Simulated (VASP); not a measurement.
Computed with PBE GGA, VASP's PBE PAW potentials (set 64) (plane waves; VASP 6.6.1).

VASP ran on this input.

POSCAR:
```
MgO
4.2468920
  0.0000000000   0.5000000549   0.5000000549
  0.5000000549   0.0000000000   0.5000000549
  0.5000000549   0.5000000549   0.0000000000
Mg O
1 1
Cartesian
  0.0000000000   0.0000000000   0.0000000000
  0.5000000549   0.5000000549   0.5000000549
```

INCAR:
```
SYSTEM = MgO
PREC = Accurate
ENCUT = 520
EDIFF = 1E-8
NELM = 100
ALGO = Normal
LREAL = .FALSE.
LASPH = .TRUE.
ISMEAR = 0
SIGMA = 0.01
GGA = PE
LWAVE = .FALSE.
LCHARG = .FALSE.
IBRION = 8
NSW = 1
LEPSILON = .TRUE.
```

File KPOINTS:
```
Automatic mesh
0
Gamma
11 11 11
0 0 0
```

POTCAR, in this order: Mg O (PBE.64 set). Program: vasp_std.

What VASP printed:

OUTCAR:
```
 ion  position               nearest neighbor table
   1  0.000  0.000  0.000-   2 2.12   2 2.12   2 2.12   2 2.12   2 2.12   2 2.12
   2  0.500  0.500  0.500-   1 2.12   1 2.12   1 2.12   1 2.12   1 2.12   1 2.12
  LATTYP: Found a face centered cubic cell.
 ALAT       =     4.2468924662
 Subroutine PRICEL returns:
 Original cell was already a primitive cell.
 Subroutine GETGRP returns: Found 48 space group operations
The static configuration has the point symmetry O_h .
The dynamic configuration has the point symmetry O_h .
 Subroutine INISYM returns: Found 48 space group operations
 Subroutine IBZKPT returns following result:
 Found     56 irreducible k-points:

 Following reciprocal coordinates:
            Coordinates               Weight
  0.000000  0.000000  0.000000      1.000000
  0.090909  0.000000  0.000000      8.000000
  0.181818  0.000000  0.000000      8.000000
  0.272727  0.000000  0.000000      8.000000
  0.363636  0.000000  0.000000      8.000000
  0.454545  0.000000  0.000000      8.000000
  0.090909  0.090909  0.000000      6.000000
  0.181818  0.090909  0.000000     24.000000
  0.272727  0.090909  0.000000     24.000000
  0.363636  0.090909  0.000000     24.000000
  0.454545  0.090909  0.000000     24.000000
 -0.454545  0.090909  0.000000     24.000000
 -0.363636  0.090909  0.000000     24.000000
 -0.272727  0.090909  0.000000     24.000000
 -0.181818  0.090909  0.000000     24.000000
 -0.090909  0.090909  0.000000     12.000000
  0.181818  0.181818  0.000000      6.000000
  0.272727  0.181818  0.000000     24.000000
  0.363636  0.181818  0.000000     24.000000
  0.454545  0.181818  0.000000     24.000000
 -0.454545  0.181818  0.000000     24.000000
 -0.363636  0.181818  0.000000     24.000000
 -0.272727  0.181818  0.000000     24.000000
 -0.181818  0.181818  0.000000     12.000000
...
```

### OUTCAR
```


 HEAD OF MICROSCOPIC STATIC DIELECTRIC TENSOR (INDEPENDENT PARTICLE, excluding Hartree and local field effects)
 ------------------------------------------------------
           3.227339    -0.000000    -0.000000
          -0.000000     3.227339    -0.000000
           0.000000    -0.000000     3.227339
 ------------------------------------------------------

 MACROSCOPIC STATIC DIELECTRIC TENSOR (including local field effects in DFT)
 ------------------------------------------------------
           3.163716     0.000000    -0.000000
           0.000000     3.163716    -0.000000
          -0.000000     0.000000     3.163716
 ------------------------------------------------------

 PIEZOELECTRIC TENSOR (including local field effects)  for field in x, y, z        (e  Angst)
          XX          YY          ZZ          XY          YZ          ZX
  --------------------------------------------------------------------------------
  x     0.00000     0.00000     0.00000     0.00000     0.00000     0.00000
  y     0.00000     0.00000     0.00000     0.00000     0.00000     0.00000
  z     0.00000     0.00000     0.00000     0.00000     0.00000     0.00000

 PIEZOELECTRIC TENSOR (including local field effects)  for field in x, y, z        (C/m^2)
          XX          YY          ZZ          XY          YZ          ZX
  --------------------------------------------------------------------------------
  x     0.00000     0.00000     0.00000     0.00000     0.00000     0.00000
  y     0.00000     0.00000     0.00000     0.00000     0.00000     0.00000
  z     0.00000     0.00000     0.00000     0.00000     0.00000     0.00000

 BORN EFFECTIVE CHARGES (including local field effects) (in |e|, cummulative output)
 ---------------------------------------------------------------------------------
 ion    1
    1     1.97943    -0.00000    -0.00000
    2    -0.00000     1.97943    -0.00000
    3    -0.00000    -0.00000     1.97943
 ion    2
    1    -1.97943     0.00000     0.00000
    2     0.00000    -1.97943     0.00000
    3     0.00000     0.00000    -1.97943

   1 f  =   11.169747 THz    70.181592 2PiTHz  372.582667 cm-1    46.194342 meV

   2 f  =   11.169747 THz    70.181592 2PiTHz  372.582667 cm-1    46.194342 meV

   3 f  =   11.169747 THz    70.181592 2PiTHz  372.582667 cm-1    46.194342 meV

   4 f/i=    0.014599 THz     0.091730 2PiTHz    0.486977 cm-1     0.060377 meV

   5 f/i=    0.014599 THz     0.091730 2PiTHz    0.486977 cm-1     0.060377 meV

   6 f/i=    0.014599 THz     0.091730 2PiTHz    0.486977 cm-1     0.060377 meV

 MACROSCOPIC STATIC DIELECTRIC TENSOR IONIC CONTRIBUTION
 ------------------------------------------------------
           7.521204    -0.000000    -0.000000
          -0.000000     7.521204    -0.000000
          -0.000000    -0.000000     7.521204
 ------------------------------------------------------

 ELASTIC MODULI CONTR FROM IONIC RELAXATION (kBar)
 Direction    XX          YY          ZZ          XY          YZ          ZX
 --------------------------------------------------------------------------------
 XX           0.0000      0.0000      0.0000      0.0000      0.0000      0.0000
 YY           0.0000      0.0000      0.0000      0.0000      0.0000      0.0000
 ZZ           0.0000      0.0000      0.0000      0.0000      0.0000      0.0000
 XY           0.0000      0.0000      0.0000      0.0000      0.0000      0.0000
 YZ           0.0000      0.0000      0.0000      0.0000      0.0000      0.0000
 ZX           0.0000      0.0000      0.0000      0.0000      0.0000      0.0000
 --------------------------------------------------------------------------------

 PIEZOELECTRIC TENSOR IONIC CONTR  for field in x, y, z        (C/m^2)
          XX          YY          ZZ          XY          YZ          ZX
  --------------------------------------------------------------------------------
  x     0.00000     0.00000     0.00000     0.00000     0.00000     0.00000
  y     0.00000     0.00000     0.00000     0.00000     0.00000     0.00000
  z     0.00000     0.00000     0.00000     0.00000     0.00000     0.00000
```
(Selected blocks of OUTCAR.)

OUTCAR:
```
 val. band max:        3.0039140326   @ k =   0.0000   0.0000   0.0000

 cond. band min:       7.4937146582   @ k =   0.0000   0.0000   0.0000


 Fermi energy:         3.0841035011

 k-point     1 :       0.0000    0.0000    0.0000
  band No.  band energies     occupation
      1     -14.1347      2.00000
      2       3.0039      2.00000
      3       3.0039      2.00000
      4       3.0039      2.00000
      5       7.4937      0.00000
      6      18.6635      0.00000
      7      18.6635      0.00000
      8      18.6635      0.00000

 k-point     2 :       0.0909    0.0000    0.0000
  band No.  band energies     occupation
      1     -14.0508      2.00000
      2       2.4565      2.00000
      3       2.9501      2.00000
      4       2.9501      2.00000
      5       8.0287      0.00000
      6      17.5790      0.00000
      7      18.8567      0.00000
      8      18.8567      0.00000

 k-point     3 :       0.1818    0.0000    0.0000
  band No.  band energies     occupation
      1     -13.8163      2.00000
      2       1.3080      2.00000
      3       2.8096      2.00000
      4       2.8096      2.00000
      5       9.1060      0.00000
      6      16.1296      0.00000
      7      19.2754      0.00000
      8      19.2754      0.00000

 k-point     4 :       0.2727    0.0000    0.0000
  band No.  band energies     occupation
      1     -13.4863      2.00000
      2       0.1020      2.00000
      3       2.6335      2.00000
      4       2.6335      2.00000
      5      10.0754      0.00000
      6      15.2784      0.00000
      7      19.4507      0.00000
      8      19.4507      0.00000

 k-point     5 :       0.3636    0.0000    0.0000
  band No.  band energies     occupation
      1     -13.1545      2.00000
      2      -0.8783      2.00000
      3       2.4787      2.00000
      4       2.4787      2.00000
      5      10.5935      0.00000
      6      15.1294      0.00000
      7      19.2668      0.00000
...
```

The compound is MgO in the rock salt structure. It was relaxed first.
